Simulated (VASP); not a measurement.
# GaN: a GW gap and what it depends on

Aim: test the GW correction to the gap of GaN. The starting structure is a measured crystal structure from the Crystallography Open Database. The atoms were first relaxed with LDA in that cell, in a run that isn't shown, and the relaxed structure is the one below.

Program: VASP 6.6.1. Level of theory: GW on LDA orbitals, with plane waves and PAW data sets made for GW. Results are calculated unless marked as measured.

### 1. The structure

Symmetry: P6_3mc, No. 186, hexagonal system. The conventional cell has a = 3.197 Å, b = 3.197 Å, c = 5.207 Å, α = 90.00°, β = 90.00°, γ = 120.00°. Nearest to Ga lie 4 N at 1.95 to 1.96 Å. Nearest to N lie 4 Ga at 1.95 to 1.96 Å. Farther neighbours and most contacts between anions are not listed.

### 2. G0W0 (response cutoff 100 eV, 4×4×2 mesh)

It reads the orbitals and their derivatives (WAVECAR and WAVEDER) of a run with the empty bands, which follows a ground-state run; neither is shown.

File INCAR:

```
SYSTEM = GaN
PREC = Accurate
ENCUT = 450
ISMEAR = 0
SIGMA = 0.01
LREAL = .FALSE.
GGA = CA
NBANDS = 112
ALGO = EVGW0
NELMGW = 1
ENCUTGW = 100
NOMEGA = 40
PRECFOCK = Fast
NBANDSGW = 32
LWAVE = .FALSE.
LCHARG = .FALSE.
```

File POSCAR:

```
GaN
1.0
    3.1972000000      0.0000000000      0.0000000000
   -1.5986000000      2.7688564210      0.0000000000
    0.0000000000      0.0000000000      5.2070000000
Ga N
2 2
Direct
    0.3333333333      0.6666666667      0.0916875968
    0.6666666667      0.3333333333      0.5916875968
    0.3333333333      0.6666666667      0.4683124032
    0.6666666667      0.3333333333      0.9683124032
```

File KPOINTS:

```
Automatic mesh
0
Gamma
4 4 2
0 0 0
```

The projector-augmented-wave data sets are Ga_d_GW and N_GW (LDA family, release 64).

Launch:

```sh
$ mpirun -np 8 vasp_std
```

Output:

```text
[banner, memory and clock lines left out]
running    8 mpi-ranks, on    1 nodes
 distrk:  each k-point on    8 cores,    1 groups
 distr:  one band on    1 cores,    8 groups

 POSCAR found type information on POSCAR GaN
 POSCAR found :  2 types and       4 ions
|                                                                             |
|           W    W    AA    RRRRR   N    N  II  N    N   GGGG   !!!           |
|           W    W   A  A   R    R  NN   N  II  NN   N  G    G  !!!           |
|           W    W  A    A  R    R  N N  N  II  N N  N  G       !!!           |
|           W WW W  AAAAAA  RRRRR   N  N N  II  N  N N  G  GGG   !            |
|           WW  WW  A    A  R   R   N   NN  II  N   NN  G    G                |
|           W    W  A    A  R    R  N    N  II  N    N   GGGG   !!!           |
|                                                                             |
|     For optimal performance we recommend to set                             |
|       NCORE = 2 up to number-of-cores-per-socket                            |
|     NCORE specifies how many cores store one orbital (NPAR=cpu/NCORE).      |
|     This setting can greatly improve the performance of VASP for DFT.       |
|     The default, NCORE=1 might be grossly inefficient on modern             |
|     multi-core architectures or massively parallel machines. Do your        |
|     Unfortunately you need to use the default for GW and RPA                |
|     calculations (for HF NCORE is supported but not extensively tested      |
|     yet).                                                                   |
|                                                                             |

|                                                                             |
|           W    W    AA    RRRRR   N    N  II  N    N   GGGG   !!!           |
|           W    W   A  A   R    R  NN   N  II  NN   N  G    G  !!!           |
|           W    W  A    A  R    R  N N  N  II  N N  N  G       !!!           |
|           W WW W  AAAAAA  RRRRR   N  N N  II  N  N N  G  GGG   !            |
|           WW  WW  A    A  R   R   N   NN  II  N   NN  G    G                |
|           W    W  A    A  R    R  N    N  II  N    N   GGGG   !!!           |
|                                                                             |
|     The default for ENCUTGWSOFT is different in this version of VASP.       |
|     please manually set ENCUTGWSOFT =100 in the INCAR file.                 |
|                                                                             |

 LDA part: xc-table for (Slater(with rela. corr.)+CA(PZ))
 , standard interpolation
 found WAVECAR, reading the header
 POSCAR, INCAR and KPOINTS ok, starting setup
 FFT: planning ... GRIDC
 FFT: planning ... GRID_SOFT
 FFT: planning ... GRID
 reading WAVECAR
 the WAVECAR file was read successfully
 initial charge from wavefunction
 available memory per node:     28.98 GB, setting MAXMEM to     29678

 The Fermi energy was updated, please check that it is located mid-gap
 values below the HOMO (VB) or above the LUMO (CB) will cause erroneous energies
 E-fermi :   5.7244

 calculate exact exchange contribution
 the WAVEDER file was read successfully
energies w=
    0.000    0.000    0.792    0.000    1.578    0.000    2.356    0.000
    3.122    0.000    3.873    0.000    4.607    0.000    5.325    0.000
    6.027    0.000    6.715    0.000    7.391    0.000    8.057    0.000
    8.717    0.000    9.374    0.000   10.031    0.000   10.694    0.000
   11.366    0.000   12.053    0.000   12.759    0.000   13.492    0.000
   14.259    0.000   15.069    0.000   15.932    0.000   16.859    0.000
   17.868    0.000   18.978    0.000   20.214    0.000   21.607    0.000
   23.203    0.000   25.058    0.000   27.256    0.000   29.915    0.000
   33.209    0.000   37.412    0.000   42.971    0.000   50.673    0.000
   62.044    0.000   80.473    0.000  115.320    0.000  205.425    0.000
 responsefunction array rank=     120
 LDA part: xc-table for (Slater(with rela. corr.)+CA(PZ))
 , standard interpolation

 min. memory requirement per mpi rank     77.2 MB, per node    617.4 MB

 allocating   5 responsefunctions rank=   120
 shmem allocating  40 responsefunctions rank=   120
 response function shared by NCSHMEM nodes    1
 Doing            5  frequencies on each core in blocks of           40
NQ=   1    0.0000    0.0000    0.0000,
|.........|.........|.........|.........|.........|.........|.........|.........
 performed        165000 updates of chi_q(r,r)
 total number of BLAS operations         12.99 Gflops
NQ=   2    0.2500    0.0000    0.0000,
|.........|.........|.........|.........|.........|.........|.........|.........
 performed        459000 updates of chi_q(r,r)
 total number of BLAS operations         40.99 Gflops
NQ=   3    0.5000    0.0000    0.0000,
|.........|.........|.........|.........|.........|.........|.........|.........
 performed        710000 updates of chi_q(r,r)
 total number of BLAS operations         63.61 Gflops
NQ=   4    0.2500    0.2500    0.0000,
|.........|.........|.........|.........|.........|.........|.........|.........
 performed       1047000 updates of chi_q(r,r)
 total number of BLAS operations         94.54 Gflops
NQ=   5    0.0000    0.0000    0.5000,
|.........|.........|.........|.........|.........|.........|.........|.........
 performed       1212000 updates of chi_q(r,r)
 total number of BLAS operations        112.37 Gflops
NQ=   6    0.2500    0.0000    0.5000,
|.........|.........|.........|.........|.........|.........|.........|.........
 performed       1506000 updates of chi_q(r,r)
 total number of BLAS operations        138.86 Gflops
NQ=   7    0.5000    0.0000    0.5000,
|.........|.........|.........|.........|.........|.........|.........|.........
 performed       1757000 updates of chi_q(r,r)
 total number of BLAS operations        158.99 Gflops
NQ=   8    0.2500    0.2500    0.5000,
|.........|.........|.........|.........|.........|.........|.........|.........
 performed       2094000 updates of chi_q(r,r)
 total number of BLAS operations        188.21 Gflops
 resolving degeneracies of screened two electron integrals

 calculate QP shifts <psi_nk| G(iteration)W_0 |psi_nk>: iteration 1
 entering main loop
```

The job ended after 18 s (8 MPI ranks of Intel Xeon Platinum 8488C (Sapphire Rapids), shared host; peak memory 1.1 GiB; 2.3 min of CPU time).

Lines that name or quote the potential files are left out of all logs, and their timing lines are given in words.

From OUTCAR (step 2):

```text
ion  position               nearest neighbor table
   1  0.333  0.667  0.092-   4 1.95   4 1.95   4 1.95   3 1.96
   2  0.667  0.333  0.592-   3 1.95   3 1.95   3 1.95   4 1.96
   3  0.333  0.667  0.468-   2 1.95   2 1.95   2 1.95   1 1.96
   4  0.667  0.333  0.968-   1 1.95   1 1.95   1 1.95   2 1.96

  LATTYP: Found a hexagonal cell.
 ALAT       =     3.1972000000
 C/A-ratio  =     1.6286125360

 Subroutine GETGRP returns: Found 12 space group operations
 (whereof  6 operations were pure point group operations)

The static configuration has the point symmetry C_3v.
 The point group associated with its full space group is C_6v.

 Found      8 irreducible k-points:

   k-points           NKPTS =      8   k-points in BZ     NKDIM =     32   number of bands    NBANDS=    112

   dimension x,y,z NGX =    24 NGY =   24 NGZ =   36
   dimension x,y,z NGXF=    48 NGYF=   48 NGZF=   72

   ENCUT  =  450.0 eV  33.07 Ry    5.75 a.u.   5.53  5.53  9.01*2*pi/ulx,y,z

   NELECT =      36.0000    total number of electrons

  energy-cutoff  :      450.00
  volume of cell :       46.10
      direct lattice vectors                 reciprocal lattice vectors
     3.197200000  0.000000000  0.000000000     0.312773677  0.180579967  0.000000000
    -1.598600000  2.768856421  0.000000000     0.000000000  0.361159933  0.000000000
     0.000000000  0.000000000  5.207000000     0.000000000  0.000000000  0.192049165

 k-points in reciprocal lattice and weights: Automatic mesh
   0.00000000  0.00000000  0.00000000       0.031
   0.25000000  0.00000000  0.00000000       0.188
   0.50000000  0.00000000  0.00000000       0.094
   0.25000000  0.25000000  0.00000000       0.188
   0.00000000  0.00000000  0.50000000       0.031
   0.25000000  0.00000000  0.50000000       0.188
   0.50000000  0.00000000  0.50000000       0.094
   0.25000000  0.25000000  0.50000000       0.188

 E-fermi :   5.7244

 QP shifts <psi_nk| G(iteration)W_0 |psi_nk>: iteration 1
 for sc-GW calculations column KS-energies equals QP-energies in previous step
 and V_xc(KS)=  KS-energies - (<T + V_ion + V_H > + <T+V_H+V_ion>^1  + <V_x>^1)
 k-point   1 :       0.0000    0.0000    0.0000
  band No.  KS-energies  QP-energies   sigma(KS)   V_xc(KS)     V^pw_x(r,r')   Z            occupation Imag(sigma)
    ...
     15       3.7641       3.4885     -17.3249     -16.9604     -20.7996       0.7560       2.0000       0.1348
     16       4.7542       4.5957     -17.9651     -17.7560     -21.2431       0.7576       2.0000       0.1262
     17       4.7975       4.6216     -18.0815     -17.8496     -21.4000       0.7583       2.0000       0.1252
     18       4.7975       4.6216     -18.0815     -17.8496     -21.4000       0.7583       2.0000       0.1252
     19       6.6514       7.5726     -12.5308     -13.7017      -8.8933       0.7867       0.0000      -0.0977
     20       8.8765       9.9925     -11.5601     -12.9660      -7.3366       0.7938       0.0000      -0.1156
     21      13.7785      15.1173     -13.1367     -14.9441      -7.7667       0.7407       0.0000      -0.2098
     22      14.4255      15.5379     -10.3053     -11.7176      -5.2995       0.7876       0.0000      -0.1704
    ...

 k-point   2 :       0.2500    0.0000    0.0000
  band No.  KS-energies  QP-energies   sigma(KS)   V_xc(KS)     V^pw_x(r,r')   Z            occupation Imag(sigma)
    ...
     15       1.9221       1.5011     -16.5731     -16.0109     -20.1933       0.7488       2.0000       0.1560
     16       2.8119       2.4595     -16.5764     -16.1073     -20.1503       0.7513       2.0000       0.1459
     17       4.0803       3.8565     -17.3443     -17.0489     -20.6567       0.7576       2.0000       0.1295
     18       4.2995       4.0826     -17.6900     -17.4040     -21.0687       0.7581       2.0000       0.1292
     19       8.9753      10.0607     -12.9631     -14.3591      -9.0600       0.7775       0.0000      -0.1116
     20      10.5240      11.6905     -11.4037     -12.8814      -6.9542       0.7894       0.0000      -0.1281
     21      11.9722      13.1222     -11.6615     -13.1485      -6.9633       0.7734       0.0000      -0.1514
     22      13.1081      14.2785     -11.8936     -13.4149      -7.0610       0.7694       0.0000      -0.1647
    ...

 k-point   3 :       0.5000    0.0000    0.0000
  band No.  KS-energies  QP-energies   sigma(KS)   V_xc(KS)     V^pw_x(r,r')   Z            occupation Imag(sigma)
    ...
     15       0.5779       0.1139     -15.1709     -14.5416     -19.0339       0.7372       2.0000       0.1919
     16       2.0567       1.6640     -16.0614     -15.5353     -19.7511       0.7465       2.0000       0.1587
     17       2.5744       2.1923     -15.9041     -15.3972     -19.2540       0.7539       2.0000       0.1416
     18       3.7986       3.5410     -17.3245     -16.9835     -20.7870       0.7557       2.0000       0.1362
     19       9.6519      10.5108     -10.3328     -11.4046      -6.0634       0.8013       0.0000      -0.1224
     20      10.2057      11.3155     -12.1093     -13.5233      -7.7980       0.7848       0.0000      -0.1262
     21      10.6690      11.6511     -11.6155     -12.8699      -7.4066       0.7829       0.0000      -0.1271
     22      13.1761      14.7459     -13.7210     -15.8314      -8.5531       0.7438       0.0000      -0.1877
    ...

 k-point   4 :       0.2500    0.2500    0.0000
  band No.  KS-energies  QP-energies   sigma(KS)   V_xc(KS)     V^pw_x(r,r')   Z            occupation Imag(sigma)
    ...
     15       0.7202       0.2110     -15.0879     -14.3988     -18.8874       0.7388       2.0000       0.1844
     16       0.8092       0.4004     -15.2726     -14.7210     -19.0057       0.7412       2.0000       0.1831
     17       2.6976       2.3089     -16.4266     -15.9088     -19.9649       0.7505       2.0000       0.1458
     18       2.8766       2.5332     -16.4476     -15.9908     -19.8996       0.7520       2.0000       0.1419
     19      10.3761      11.1029     -10.2182     -11.1314      -5.9557       0.7958       0.0000      -0.1266
     20      11.2898      12.6863     -13.4187     -15.2465      -8.8527       0.7641       0.0000      -0.1427
     21      12.3800      13.4854     -11.9713     -13.4043      -7.3491       0.7714       0.0000      -0.1540
     22      12.4513      14.0528     -13.2821     -15.3854      -8.4729       0.7614       0.0000      -0.1555
    ...

[... 4 further parts left out ...]
```

G0W0 (response cutoff 100 eV, 4×4×2 mesh): the quasiparticle gap on this mesh is 2.951 eV, +1.097 eV from the LDA gap on the same points, with 112 bands.

### 3. G0W0 (response cutoff 160 eV, 4×4×2 mesh)

It reads the orbitals and their derivatives (WAVECAR and WAVEDER) of a run with the empty bands, which follows a ground-state run; neither is shown.

Changes to INCAR since step 2:

```diff
@@ -7,6 +7,6 @@
 GGA = CA
-NBANDS = 112
+NBANDS = 216
 ALGO = EVGW0
 NELMGW = 1
-ENCUTGW = 100
+ENCUTGW = 160
 NOMEGA = 40
```

POSCAR is that of step 2.

KPOINTS is that of step 2.

Launch:

```sh
$ mpirun -np 8 vasp_std
```

Output:

```text
[banner, memory and clock lines left out]
running    8 mpi-ranks, on    1 nodes
[...]
[... a notice as in an earlier step ...]

|                                                                             |
|           W    W    AA    RRRRR   N    N  II  N    N   GGGG   !!!           |
|           W    W   A  A   R    R  NN   N  II  NN   N  G    G  !!!           |
|           W    W  A    A  R    R  N N  N  II  N N  N  G       !!!           |
|           W WW W  AAAAAA  RRRRR   N  N N  II  N  N N  G  GGG   !            |
|           WW  WW  A    A  R   R   N   NN  II  N   NN  G    G                |
|           W    W  A    A  R    R  N    N  II  N    N   GGGG   !!!           |
|                                                                             |
|     The default for ENCUTGWSOFT is different in this version of VASP.       |
|     please manually set ENCUTGWSOFT =160 in the INCAR file.                 |
|                                                                             |

[...]
total number of BLAS operations        553.31 Gflops
NQ=   4    0.2500    0.2500    0.0000,
|.........|.........|.........|.........|.........|.........|.........|.........
 performed       2099000 updates of chi_q(r,r)
 total number of BLAS operations        778.72 Gflops
NQ=   5    0.0000    0.0000    0.5000,
|.........|.........|.........|.........|.........|.........|.........|.........
 performed       2437000 updates of chi_q(r,r)
 total number of BLAS operations        902.81 Gflops
NQ=   6    0.2500    0.0000    0.5000,
|.........|.........|.........|.........|.........|.........|.........|.........
 performed       3024000 updates of chi_q(r,r)
 total number of BLAS operations       1118.06 Gflops
NQ=   7    0.5000    0.0000    0.5000,
|.........|.........|.........|.........|.........|.........|.........|.........
 performed       3528000 updates of chi_q(r,r)
 total number of BLAS operations       1292.70 Gflops
NQ=   8    0.2500    0.2500    0.5000,
|.........|.........|.........|.........|.........|.........|.........|.........
 performed       4198000 updates of chi_q(r,r)
 total number of BLAS operations       1524.75 Gflops
 resolving degeneracies of screened two electron integrals

 calculate QP shifts <psi_nk| G(iteration)W_0 |psi_nk>: iteration 1
 entering main loop
[key lines of the parts left out:]
E-fermi :   5.7244
```

Wall time 36 s (8 MPI ranks); peak memory 1.5 GiB; 4.7 min of CPU time.

Parts of OUTCAR (step 3):

```text
 QP shifts <psi_nk| G(iteration)W_0 |psi_nk>: iteration 1
 for sc-GW calculations column KS-energies equals QP-energies in previous step
 and V_xc(KS)=  KS-energies - (<T + V_ion + V_H > + <T+V_H+V_ion>^1  + <V_x>^1)
 k-point   1 :       0.0000    0.0000    0.0000
  band No.  KS-energies  QP-energies   sigma(KS)   V_xc(KS)     V^pw_x(r,r')   Z            occupation Imag(sigma)
    ...
     15       3.7641       3.2468     -17.6474     -16.9604     -20.7996       0.7529       2.0000       0.1456
     16       4.7542       4.3474     -18.2955     -17.7560     -21.2431       0.7541       2.0000       0.1410
     17       4.7975       4.3752     -18.4090     -17.8496     -21.4000       0.7549       2.0000       0.1402
     18       4.7975       4.3752     -18.4090     -17.8496     -21.4000       0.7549       2.0000       0.1402
     19       6.6514       7.3836     -12.7675     -13.7017      -8.8933       0.7837       0.0000      -0.0829
     20       8.8765       9.8158     -11.7803     -12.9660      -7.3366       0.7921       0.0000      -0.0983
     21      13.7785      14.8770     -13.4583     -14.9441      -7.7667       0.7393       0.0000      -0.1753
     22      14.4255      15.3651     -10.5244     -11.7176      -5.2995       0.7875       0.0000      -0.1463
    ...

[... 1 part as in an earlier step ...]

[... 2 further parts left out ...]
[key lines of the parts left out:]
E-fermi :   5.7244
```

G0W0 (response cutoff 160 eV, 4×4×2 mesh): the quasiparticle gap on this mesh is 3.008 eV, +1.155 eV from the LDA gap on the same points, with 216 bands.

[end of part 1 of 2]

[Lines on the potential files, build, host, timing and source positions are cut from VASP's logs without a mark.]

[Logs are printed without paths, hosts, clocks, repeated set-up lines and the standing remarks that a program may print on its own settings, such as how far it seeks lower states.]

[Hosts, paths, dates, database ids (printed as entryN), source tags and the programs' standing remarks are cut or masked in the printed files.]
